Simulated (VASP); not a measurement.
# AgB2 (P6/mmm) in VASP: notebook

Aim: see how the results for AgB2 move with the level of theory and the settings. Levels: PW91, r2SCAN, SCAN, optB88-vdW. Tasks: relaxation of cell and atoms.

All numbers are computed with VASP 6.6.1; they aren't measurements. Logs are shortened: lines on timing, memory, paths and dates and some standing lists are left out, and cuts for length are marked.

**1. Starting point**

The structure is hexagonal, space group P6/mmm (No. 191). Conventional cell: a = 3.000 Å, b = 3.000 Å, c = 3.240 Å, α = 90.00°, β = 90.00°, γ = 120.00°. Ag (site symmetry 6/mmm) has 12 B at 2.37 Å as nearest neighbours. B (site symmetry -6m2) is surrounded by 3 B at 1.73 Å.

**2. Relaxation of cell and atoms, PW91**

INCAR reads:

```
SYSTEM = AgB2
ALGO = Normal
EDIFF = 1E-6
EDIFFG = -0.02
ENCUT = 600
GGA = 91
IBRION = 2
ISIF = 3
ISMEAR = -1
LASPH = .True.
LCHARG = .False.
LREAL = .False.
LWAVE = .False.
NELM = 80
NSW = 40
PREC = Accurate
SIGMA = 0.05
```

KPOINTS reads:

```
k-points
0
Gamma
  10 10 8
  0 0 0
```

POSCAR reads:

```
AgB2
1.0
    3.0000000000      0.0000000000      0.0000000000
   -1.5000000000      2.5980762114      0.0000000000
    0.0000000000      0.0000000000      3.2400000000
Ag B
1 2
Direct
    0.0000000000      0.0000000000      0.0000000000
    0.6666666667      0.3333333333      0.5000000000
    0.3333333333      0.6666666667      0.5000000000
```

Potentials or basis: VASP PAW PBE potentials, release 64 (Ag, B).

The run is started by

```sh
cat potpaw_PBE.64/Ag/POTCAR potpaw_PBE.64/B/POTCAR > POTCAR
mpirun -np 1 vasp_std > vasp.out
```

OUTCAR:

```text
SYSTEM = AgB2
   EDIFF = 1E-6
   EDIFFG = -0.02
   ENCUT = 600
   GGA = 91
   IBRION = 2
   ISIF = 3
   ISMEAR = -1
   LASPH = .True.
   LREAL = .False.
   NELM = 80
   NSW = 40
   PREC = Accurate

 ion  position               nearest neighbor table
   1  0.000  0.000  0.000-   2 2.37   3 2.37   2 2.37   3 2.37   2 2.37   2 2.37   3 2.37   3 2.37
                             2 2.37   2 2.37   3 2.37   3 2.37
   2  0.667  0.333  0.500-   3 1.73   3 1.73   3 1.73   1 2.37   1 2.37   1 2.37   1 2.37   1 2.37
                             1 2.37
   3  0.333  0.667  0.500-   2 1.73   2 1.73   2 1.73   1 2.37   1 2.37   1 2.37   1 2.37   1 2.37
                             1 2.37

  LATTYP: Found a hexagonal cell.
 ALAT       =     3.0000000000
 C/A-ratio  =     1.0800000000

  Lattice vectors:

 A1 = (   3.0000000000,   0.0000000000,   0.0000000000)
 A2 = (  -1.5000000000,   2.5980762114,   0.0000000000)
 A3 = (   0.0000000000,   0.0000000000,   3.2400000000)

Analysis of symmetry for initial positions (statically):
=====================================================================
 Subroutine PRICEL returns:
 Original cell was already a primitive cell.

 Routine SETGRP: Setting up the symmetry group for a
 hexagonal supercell.

 Subroutine GETGRP returns: Found 24 space group operations
 (whereof 24 operations were pure point group operations)
 out of a pool of 24 trial point group operations.

The static configuration has the point symmetry D_6h.

Analysis of symmetry for dynamics (positions and initial velocities):
=====================================================================
 Subroutine PRICEL returns:
 Original cell was already a primitive cell.

 Routine SETGRP: Setting up the symmetry group for a
 hexagonal supercell.

 Subroutine GETGRP returns: Found 24 space group operations
 (whereof 24 operations were pure point group operations)
 out of a pool of 24 trial point group operations.

The dynamic configuration has the point symmetry D_6h.

 Subroutine INISYM returns: Found 24 space group operations
 (whereof 24 operations are pure point group operations),
 and found     1 'primitive' translations

----------------------------------------------------------------------------------------

                                     Primitive cell

  volume of cell :      25.2533

  direct lattice vectors                    reciprocal lattice vectors
     3.000000000  0.000000000  0.000000000     0.333333333  0.192450090  0.000000000
    -1.500000000  2.598076211  0.000000000     0.000000000  0.384900179  0.000000000
     0.000000000  0.000000000  3.240000000     0.000000000  0.000000000  0.308641975

  length of vectors
     3.000000000  3.000000000  3.240000000     0.384900179  0.384900179  0.308641975

  position of ions in fractional coordinates (direct lattice)
     0.000000000  0.000000000  0.000000000
     0.666666667  0.333333333  0.500000000
     0.333333333  0.666666667  0.500000000

  ion indices of the primitive-cell ions
   primitive index   ion index
                 1           1
                 2           2
                 3           3

----------------------------------------------------------------------------------------

 KPOINTS: k-points

Automatic generation of k-mesh.
 Grid dimensions read from file:
 generate k-points for:   10   10    8

 Generating k-lattice:

  Cartesian coordinates                     Fractional coordinates (reciprocal lattice)
     0.033333333  0.019245009  0.000000000     0.100000000  0.000000000  0.000000000
     0.000000000  0.038490018  0.000000000     0.000000000  0.100000000  0.000000000
     0.000000000  0.000000000  0.038580247     0.000000000  0.000000000  0.125000000

  Length of vectors
     0.038490018  0.038490018  0.038580247

  Shift w.r.t. Gamma in fractional coordinates (k-lattice)
     0.000000000  0.000000000  0.000000000

 Subroutine IBZKPT returns following result:
 ===========================================

 Found     70 irreducible k-points:

 Following reciprocal coordinates:
            Coordinates               Weight
  0.000000  0.000000  0.000000      1.000000
  0.100000 -0.000000  0.000000      6.000000
  0.200000 -0.000000  0.000000      6.000000
  0.300000 -0.000000  0.000000      6.000000
  0.400000 -0.000000  0.000000      6.000000
  0.500000 -0.000000  0.000000      3.000000
[... 16 lines left out ...]
  0.300000  0.100000  0.125000     24.000000
  0.400000  0.100000  0.125000     24.000000
 [... further k-points ...]
   k-points           NKPTS =     70   k-points in BZ     NKDIM =     70   number of bands    NBANDS=     12
   number of dos      NEDOS =    301   number of ions     NIONS =      3
   total plane-waves  NPLWV =  16128
   dimension x,y,z NGX =    24 NGY =   24 NGZ =   28
   dimension x,y,z NGXF=    48 NGYF=   48 NGZF=   56
   ions per type =               1   2
   NGX,Y,Z   is equivalent  to a cutoff of  13.30, 13.30, 14.37 a.u.
   NGXF,Y,Z  is equivalent  to a cutoff of  26.60, 26.60, 28.73 a.u.
 SYSTEM =  AgB2
   PREC   = accura    normal or accurate (medium, high low for compatibility)
   ISTART =      0    job   : 0-new  1-cont  2-samecut
   ICHARG =      2    charge: 1-file 2-atom 10-const
   ISPIN  =      1    spin polarized calculation?
   LNONCOLLINEAR =      F non collinear calculations
   LSORBIT =      F    spin-orbit coupling
   LASPH  =      T    aspherical Exc in radial PAW
   ENCUT  =  600.0 eV  44.10 Ry    6.64 a.u.   5.99  5.99  6.47*2*pi/ulx,y,z
   NELM   =     80;   NELMIN=  2; NELMDL= -5     # of ELM steps
   EDIFF  = 0.1E-05   stopping-criterion for ELM
   LREAL  =      F    real-space projection
   EDIFFG = -.2E-01   stopping-criterion for IOM
   NSW    =     40    number of steps for IOM
   IBRION =      2    ionic relax: 0-MD 1-quasi-New 2-CG
   NFREE  =      1    steps in history (QN), initial steepest desc. (CG)
   ISIF   =      3    stress and relaxation
   ISYM   =      2    0-nonsym 1-usesym 2-fastsym
   POTIM  = 0.5000    time-step for ionic-motion
   TEBEG  =    0.0;   TEEND  =   0.0 temperature during run
   PSTRESS=    0.0 pullay stress
   NELECT =      17.0000    total number of electrons
   NUPDOWN=      -1.0000    fix difference up-down
   EMIN   =  10.00;   EMAX   =-10.00  energy-range for DOS
   EFERMI =   0.00;   METHOD = LEGACY
   ISMEAR =    -1;   SIGMA  =   0.05  broadening in eV -4-tet -1-fermi 0-gaus
   EFERMI_NEDOS =   21; number of points for ismear=-14 and -15
   IALGO  =     38    algorithm
   IMIX   =      4    mixing-type and parameters
     AMIX     =   0.40;   BMIX     =  1.00
     AMIX_MAG =   1.60;   BMIX_MAG =  1.00
  volume/ion in A,a.u.               =       8.42        56.81
  Fermi-wavevector in a.u.,A,eV,Ry     =   1.434779  2.711340 28.008838  2.058591
  Thomas-Fermi vector in A             =   2.554150
   LORBIT       =      0    0 simple, 1 ext, 2 COOP (PROOUT), +10 PAW based schemes
   GGA     = 91    functional components
   LHFCALC =     F    Hartree Fock is set to
   AEXX    =    0.0000 exact exchange contribution
   IVDW    =     0    specifies the selected vdW correction
   LEPSILON=     F    determine dielectric tensor
   LRPA    =     F    only Hartree local field effects (RPA)
 conjugate gradient relaxation of ions
 non-spin polarized calculation
  energy-cutoff  :      600.00
  volume of cell :       25.25
 maximum number of plane-waves:       862
 NGX is ok and might be reduce to    24
   NGX = 11   NGY = 11   NGZ = 13

--------------------------------------- Ionic step        1  -------------------------------------------

 number of electron      16.9999998 magnetization

 Free energy of the ion-electron system (eV)
  ---------------------------------------------------
  ext. energy  EPLUGINS =         0.00000000
  ---------------------------------------------------
  free energy    TOTEN  =       -13.22219940 eV

  energy without entropy =      -13.20941255  energy(sigma->0) =      -13.21580598

 E-fermi :  10.6856     XC(G=0): -13.2991

 val. band max:       10.6794418959   @ k =   0.2000  -0.0000   0.3750
 cond. band min:      10.6924494761   @ k =   0.2000   0.1000   0.5000
 fundamental gap:      0.0130075802
 Fermi energy:        10.6855866400

 k-point     1 :       0.0000    0.0000    0.0000
  band No.  band energies     occupation
      1      -3.6576      2.00000
      2       3.5540      2.00000
      3       4.0569      2.00000
      4       4.0569      2.00000
      5       5.6251      2.00000
      6       5.6251      2.00000
      7       7.4946      2.00000
      8      11.7470      0.00000
      9      11.7470      0.00000
     10      16.3375      0.00000
     11      16.3375      0.00000
     12      16.4202      0.00000
[... 331 lines left out ...]
 k-point    24 :       0.4000    0.1000    0.1250
  band No.  band energies     occupation
      1      -0.0029      2.00000
      2       1.2435      2.00000
      3       3.5153      2.00000
      4       3.8371      2.00000
      5       4.6590      2.00000
      6       6.0990      2.00000
      7       7.2574      2.00000
      8       7.8429      2.00000
      9      12.7663      0.00000
     10      14.2495      0.00000
     11      17.8187      0.00000
     12      18.7673      0.00000

 [... further k-points ...]

------------------------ aborting loop because EDIFF is reached ----------------------------------------

  FORCE on cell =-STRESS in cart. coord.  units (eV):
  Direction    XX          YY          ZZ          XY          YZ          ZX
  --------------------------------------------------------------------------------------
  -------------------------------------------------------------------------------------
  Total        6.8040842      6.8040842     12.3702528      0.0000000     -0.0000000      0.0000000
  in kB      431.6801800    431.6801800    784.8217082      0.0000000     -0.0000000      0.0000000
  external PRESSURE =     549.3940228 kB  Pullay stress =       0.0000000 kB
[... 281 lines left out ...]
  energy  without entropy=      -14.5758666235  energy(sigma->0) =      -14.57850563

--------------------------------------- Ionic step        9  -------------------------------------------

 number of electron      16.9999999 magnetization

 Free energy of the ion-electron system (eV)
  ---------------------------------------------------
  ext. energy  EPLUGINS =         0.00000000
  ---------------------------------------------------
  free energy    TOTEN  =       -14.58341344 eV

  energy without entropy =      -14.57776462  energy(sigma->0) =      -14.58058903

 E-fermi :   6.9236     XC(G=0): -11.9823

 val. band max:        6.8877613114   @ k =   0.3000  -0.0000   0.5000
 cond. band min:       6.9350353958   @ k =   0.2000  -0.0000   0.0000
 fundamental gap:      0.0472740843
 Fermi energy:         6.9236458745

 k-point     1 :       0.0000    0.0000    0.0000
  band No.  band energies     occupation
      1      -5.0565      2.00000
      2       1.2777      2.00000
      3       2.1832      2.00000
      4       2.1832      2.00000
      5       3.1167      2.00000
      6       3.1167      2.00000
      7       3.1727      2.00000
      8       8.0700      0.00000
      9       8.2027      0.00000
     10       8.2027      0.00000
     11      14.5750      0.00000
     12      14.5750      0.00000
[... 331 lines left out ...]
 k-point    24 :       0.4000    0.1000    0.1250
  band No.  band energies     occupation
      1      -1.5061      2.00000
      2      -0.1577      2.00000
      3       1.4457      2.00000
      4       1.5695      2.00000
      5       2.5545      2.00000
      6       3.5287      2.00000
      7       4.0459      2.00000
      8       5.1219      2.00000
      9       8.1198      0.00000
     10      10.0391      0.00000
     11      11.9563      0.00000
     12      13.9520      0.00000

 [... further k-points ...]

------------------------ aborting loop because EDIFF is reached ----------------------------------------

  FORCE on cell =-STRESS in cart. coord.  units (eV):
  Direction    XX          YY          ZZ          XY          YZ          ZX
  --------------------------------------------------------------------------------------
  -------------------------------------------------------------------------------------
  Total        0.0192308      0.0192308     -0.0078508      0.0000000     -0.0000000      0.0000000
  in kB        0.9545780      0.9545780     -0.3896969      0.0000000     -0.0000000      0.0000000
  external PRESSURE =       0.5064864 kB  Pullay stress =       0.0000000 kB
[... 18 lines left out ...]
  FREE ENERGIE OF THE ION-ELECTRON SYSTEM (eV)
  ---------------------------------------------------
  free  energy   TOTEN  =       -14.5834134449 eV

  energy  without entropy=      -14.5777646232  energy(sigma->0) =      -14.58058903

 reached required accuracy - stopping structural energy minimisation
```

It took 1.8 min on 1 thread of Intel Xeon Platinum 8559C (Emerald Rapids), shared host; peak memory 0.16 GiB.

Results:

```
Free energy                            : -14.5834 eV
Relaxed volume                         : 10.76 Å³/atom
Relaxed cell                           : a = 3.016 Å, b = 3.016 Å, c = 4.098 Å, α = 90.00°, β = 90.00°, γ = 120.00°
Space group after relaxing (to 0.05 Å) : P6/mmm (No. 191)
Energy gained by relaxing              : 453.7 meV/atom
Ionic steps                            : 9
Pressure after relaxing                : 0.1 GPa
Band gap on the k mesh                 : none (metal or under the smearing width)
```

The path:
```tsv
step	energy change (eV)	largest force (eV/Å)	pressure (GPa)	volume (Å³)
1	0.0000	0.0000	54.94	25.25
2	-0.6856	0.0000	-19.77	37.26
3	-1.0117	0.0000	-3.49	31.89
4	-1.2520	0.0000	-1.04	31.76
5	-1.2870	0.0000	8.55	31.17
6	-1.3513	0.0000	3.07	31.50
7	-1.3520	0.0000	3.67	31.47
8	-1.3589	0.0000	-1.73	32.69
9	-1.3612	0.0000	0.05	32.28
```

Final structure:
```cif
data_structure
_symmetry_space_group_name_H-M 'P 1'
_symmetry_Int_Tables_number 1
_cell_length_a 3.0156
_cell_length_b 3.0156
_cell_length_c 4.0985
_cell_angle_alpha 90.000
_cell_angle_beta 90.000
_cell_angle_gamma 120.000
_cell_volume 32.28
loop_
_atom_site_label
_atom_site_type_symbol
_atom_site_fract_x
_atom_site_fract_y
_atom_site_fract_z
_atom_site_occupancy
Ag1 Ag 0.00000 0.00000 0.00000 1
B1 B 0.66667 0.33333 0.50000 1
B2 B 0.33333 0.66667 0.50000 1
```

Levels at points of the mesh, in eV from the Fermi level:
| k point | band 4 | band 5 | band 6 | band 7 | band 8 | band 9 | band 10 | band 11 | band 12 |
| --- | --- | --- | --- | --- | --- | --- | --- | --- | --- |
| (0.00, 0.00, 0.00) | -4.74 | -3.81 | -3.81 | -3.75 | 1.15 | 1.28 | 1.28 | 7.65 | 7.65 |
| (0.50, 0.00, 0.00) | -5.51 | -4.08 | -3.26 | -2.65 | -1.62 | 2.54 | 2.89 | 3.88 | 5.88 |
| (0.00, 0.00, 0.50) | -4.64 | -4.64 | -3.93 | -3.93 | 1.00 | 1.00 | 8.76 | 8.76 | 9.18 |
| (0.50, 0.00, 0.50) | -4.71 | -3.96 | -3.25 | -2.71 | -2.45 | -0.38 | 1.42 | 6.54 | 9.27 |

Caveat: the volume moved by over 15 % at a fixed basis, so the end points are rough; the PAW data sets were made with another functional, which shifts forces and pressure a little. Zero-point motion and thermal expansion aren't in these numbers.

**3. Relaxation of cell and atoms, r2SCAN**

Changes to INCAR since step 2:

```diff
@@ -5,3 +5,2 @@
 ENCUT = 600
-GGA = 91
 IBRION = 2
@@ -11,4 +10,6 @@
 LCHARG = .False.
+LMIXTAU = .True.
 LREAL = .False.
 LWAVE = .False.
+METAGGA = R2SCAN
 NELM = 80
```

KPOINTS is that of step 2.

POSCAR is that of step 2.

Potentials or basis: VASP PAW PBE potentials, release 64 (Ag, B).

The run is started by

```sh
cat potpaw_PBE.64/Ag/POTCAR potpaw_PBE.64/B/POTCAR > POTCAR
mpirun -np 1 vasp_std > vasp.out
```

Run time: 9.2 min. Hardware: 1 thread of Intel Xeon Platinum 8559C (Emerald Rapids), shared host; peak memory 0.18 GiB.

The run converged. Its results:

| Property | Result |
| --- | --- |
| Free energy | -34.4881 eV |
| Relaxed volume | 10.68 Å³/atom |
| Relaxed cell | a = 3.008 Å, b = 3.008 Å, c = 4.091 Å, α = 90.00°, β = 90.00°, γ = 120.00° |
| Space group after relaxing (to 0.05 Å) | P6/mmm (No. 191) |
| Energy gained by relaxing | 447.6 meV/atom |
| Ionic steps | 9 |
| Pressure after relaxing | 0.0 GPa |
| Band gap on the k mesh | none (metal or under the smearing width) |

Stress tensor (GPa, compression positive):
```
 0.09  0.00  0.00
 0.00  0.09  0.00
 0.00  0.00 -0.04
```

Step by step:
```
step  energy change (eV)  largest force (eV/Å)  pressure (GPa)  volume (Å³)
   1              0.0000                0.0000           54.04        25.25
   2             -0.6616                0.0000          -20.43        37.03
   3             -0.9883                0.0000           -3.85        31.75
   4             -1.2411                0.0000           -1.09        31.59
   5             -1.2938                0.0000            7.43        31.05
   6             -1.3336                0.0000            3.15        31.31
   7             -1.3339                0.0000            3.65        31.28
   8             -1.3404                0.0000           -1.68        32.46
   9             -1.3427                0.0000            0.05        32.05
```

Final structure:
```cif
data_structure
_symmetry_space_group_name_H-M 'P 1'
_symmetry_Int_Tables_number 1
_cell_length_a 3.0079
_cell_length_b 3.0079
_cell_length_c 4.0908
_cell_angle_alpha 90.000
_cell_angle_beta 90.000
_cell_angle_gamma 120.000
_cell_volume 32.05
loop_
_atom_site_label
_atom_site_type_symbol
_atom_site_fract_x
_atom_site_fract_y
_atom_site_fract_z
_atom_site_occupancy
Ag1 Ag 0.00000 0.00000 0.00000 1
B1 B 0.66667 0.33333 0.50000 1
B2 B 0.33333 0.66667 0.50000 1
```

Levels at points of the mesh, in eV from the Fermi level:
| k point | band 4 | band 5 | band 6 | band 7 | band 8 | band 9 | band 10 | band 11 | band 12 |
| --- | --- | --- | --- | --- | --- | --- | --- | --- | --- |
| (0.00, 0.00, 0.00) | -5.00 | -4.01 | -4.01 | -3.92 | 1.33 | 1.36 | 1.36 | 8.03 | 8.03 |
| (0.50, 0.00, 0.00) | -5.77 | -4.29 | -3.48 | -2.86 | -1.76 | 2.78 | 3.07 | 4.24 | 6.39 |
| (0.00, 0.00, 0.50) | -4.89 | -4.89 | -4.14 | -4.14 | 1.06 | 1.06 | 9.16 | 9.16 | 10.04 |
| (0.50, 0.00, 0.50) | -4.96 | -4.15 | -3.47 | -2.92 | -2.48 | -0.45 | 1.59 | 6.95 | 10.12 |

Caveat: the volume moved by over 15 % at a fixed basis, so the end points are rough; the PAW data sets were made with another functional, which shifts forces and pressure a little. Zero-point motion and thermal expansion aren't in these numbers.

(Part 1 of 2 ends here.)
